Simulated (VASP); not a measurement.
Computed with HSE06 screened hybrid, VASP's PBE PAW potentials (set 64) (plane waves; VASP).

VASP ran on this input.

### KPOINTS
```
Automatic mesh
0
Gamma
3 3 3
0 0 0
```

### INCAR
```
LCHARG  =  .FALSE.
PRECFOCK  =  Fast
PREC  =  Accurate
LREAL  =  .FALSE.
LASPH  =  .TRUE.
ISYM  =  3
LMAXMIX  =  4   ! l cut-off of mixed one-centre charges
LHFCALC  =  .TRUE.
NELM  =  100   ! most electronic steps
ISIF  =  2
ENCUT  =  400   ! plane-wave cut-off (eV)
AEXX  =  0.25
SYSTEM  =  GaN
ISMEAR  =  0   ! Gaussian
GGA  =  PE   ! PBE
HFSCREEN  =  0.2   ! 1/Angstrom
SIGMA  =  0.01   ! width (eV)
LWAVE  =  .FALSE.
ALGO  =  Normal
EDIFF  =  1E-6   ! SCF stop (eV)
```

File POSCAR:
```
GaN
5.1933980
  0.6141582062   0.0000000000   0.0000000000
 -0.3070791031   0.5318764323   0.0000000000
  0.0000000000   0.0000000000   1.0000000000
Ga N
2 2
Cartesian
  0.3070794102   0.1772919668   0.4990800000
 -0.0000003071   0.3545844655   0.9990800000
  0.3070794102   0.1772919668   0.8759200000
 -0.0000003071   0.3545844655   0.3759200000
```

POTCAR, in this order: Ga_d N (PBE.64 set). Program: vasp_std.

Output

OUTCAR:
```
 ion  position               nearest neighbor table
   1  0.667  0.333  0.499-   4 1.95   4 1.95   4 1.95   3 1.96
   2  0.333  0.667  0.999-   3 1.95   3 1.95   3 1.95   4 1.96
   3  0.667  0.333  0.876-   2 1.95   2 1.95   2 1.95   1 1.96
   4  0.333  0.667  0.376-   1 1.95   1 1.95   1 1.95   2 1.96
  LATTYP: Found a hexagonal cell.
 ALAT       =     3.1895680000
 C/A-ratio  =     1.6282449535
 Subroutine PRICEL returns:
 Original cell was already a primitive cell.
 Subroutine GETGRP returns: Found 12 space group operations
The static configuration has the point symmetry C_3v.
 The point group associated with its full space group is C_6v.
The dynamic configuration has the point symmetry C_3v.
 Subroutine INISYM returns: Found 12 space group operations
 Subroutine IBZKPT returns following result:
 Found      6 irreducible k-points:

 Following reciprocal coordinates:
            Coordinates               Weight
  0.000000  0.000000  0.000000      1.000000
  0.333333  0.000000  0.000000      6.000000
  0.333333  0.333333  0.000000      2.000000
  0.000000  0.000000  0.333333      2.000000
  0.333333  0.000000  0.333333     12.000000
  0.333333  0.333333  0.333333      4.000000
 Subroutine IBZKPT_HF returns following result:
   k-points           NKPTS =      6   k-points in BZ     NKDIM =     27   number of bands    NBANDS=     22
   number of dos      NEDOS =    301   number of ions     NIONS =      4
   total plane-waves  NPLWV =  20736
   dimension x,y,z NGX =    24 NGY =   24 NGZ =   36
   dimension x,y,z NGXF=    48 NGYF=   48 NGZF=   72
   ions per type =               2   2
   PREC   = accura    normal or accurate (medium, high low for compatibility)
   ISTART =      0    job   : 0-new  1-cont  2-samecut
   ICHARG =      2    charge: 1-file 2-atom 10-const
   ISPIN  =      1    spin polarized calculation?
   LNONCOLLINEAR =      F non collinear calculations
   LSORBIT =      F    spin-orbit coupling
   INIWAV =      1    electr: 0-lowe 1-rand  2-diag
...
```

**OSZICAR**
```
       N       E                     dE             d eps       ncg     rms          rms(c)
DAV:   1    -0.680899471096E+03   -0.68090E+03   -0.16711E+04   264   0.282E+03
DAV:   2    -0.949282635736E+03   -0.26838E+03   -0.26272E+03   288   0.518E+02
DAV:   3    -0.978924587503E+03   -0.29642E+02   -0.29488E+02   294   0.142E+02
DAV:   4    -0.980025751781E+03   -0.11012E+01   -0.10995E+01   364   0.284E+01
DAV:   5    -0.342005628682E+02    0.94583E+03   -0.63188E+00   332   0.759E+01    0.119E+01
DAV:   6    -0.286077439577E+02    0.55928E+01   -0.15849E+01   456   0.477E+01    0.374E+00
DAV:   7    -0.294231052805E+02   -0.81536E+00   -0.44576E+00   346   0.152E+01    0.381E+00
DAV:   8    -0.293657541088E+02    0.57351E-01   -0.27265E-01   334   0.978E+00    0.246E+00
DAV:   9    -0.293300628279E+02    0.35691E-01   -0.14584E-01   360   0.337E+00    0.120E+00
DAV:  10    -0.293319001052E+02   -0.18373E-02   -0.30248E-02   352   0.164E+00    0.507E-01
DAV:  11    -0.293299785073E+02    0.19216E-02   -0.17967E-03   450   0.887E-01    0.277E-01
DAV:  12    -0.293296122892E+02    0.36622E-03   -0.15057E-03   450   0.416E-01    0.163E-01
DAV:  13    -0.293296393466E+02   -0.27057E-04   -0.42495E-04   330   0.165E-01    0.102E-01
DAV:  14    -0.293296538939E+02   -0.14547E-04   -0.49258E-05   324   0.632E-02    0.611E-02
DAV:  15    -0.293296696894E+02   -0.15796E-04   -0.19381E-05   366   0.391E-02    0.356E-02
DAV:  16    -0.293296804844E+02   -0.10795E-04   -0.67490E-06   292   0.267E-02    0.216E-02
DAV:  17    -0.293296865644E+02   -0.60800E-05   -0.38785E-06   300   0.179E-02    0.139E-02
DAV:  18    -0.293296898932E+02   -0.33288E-05   -0.14687E-06   258   0.105E-02    0.892E-03
DAV:  19    -0.293296916242E+02   -0.17310E-05   -0.79219E-07   210   0.713E-03    0.578E-03
DAV:  20    -0.293296925102E+02   -0.88608E-06   -0.29424E-07   180   0.540E-03
   1 F= -.29329693E+02 E0= -.29329693E+02  d E =-.113301E-23
```

### OUTCAR
```
------------------------ aborting loop because EDIFF is reached ----------------------------------------
  FORCE on cell =-STRESS in cart. coord.  units (eV):
  Direction    XX          YY          ZZ          XY          YZ          ZX
  --------------------------------------------------------------------------------------
  Total       -1.1766610     -1.1766602     -1.7833018      0.0000000      0.0000000      0.0000000
  in kB      -41.2017937    -41.2017664    -62.4438395      0.0000000      0.0000000      0.0000000
  external PRESSURE =     -48.2824665 kB  Pullay stress =       0.0000000 kB
  volume of cell :       45.76
      direct lattice vectors                 reciprocal lattice vectors
     3.189568000  0.000000000  0.000000000     0.313522082  0.181012118  0.000000000
    -1.594784000  2.762246000  0.000000000     0.000000000  0.362024237  0.000000000
     0.000000000  0.000000000  5.193398000     0.000000000  0.000000000  0.192552159
  FREE ENERGIE OF THE ION-ELECTRON SYSTEM (eV)
  ---------------------------------------------------
  free  energy   TOTEN  =       -29.3296925102 eV

  energy  without entropy=      -29.3296925102  energy(sigma->0) =      -29.32969251

  exchange ACFDT corr.  =         0.00000000  see jH, gK, PRB 81, 115126
```
(Selected blocks of OUTCAR.)

At this cut-off the stress carries a Pulay error, which pulls relaxed volumes low.

The structure comes from a computed database's GaN entry; how it stands against other phases isn't given here. The cell was not relaxed at this level. The k-mesh is coarse (spacing up to 0.76 per Å, 2π included), so the numbers may not be converged in it. The run is one of a series of settings (AEXX = 0.25, HFSCREEN = 0.2, ISYM = 3, LHFCALC = .TRUE., PRECFOCK = Fast, KPOINTS 3×3×3 Γ-centred mesh against the base run), some of them coarse on purpose.
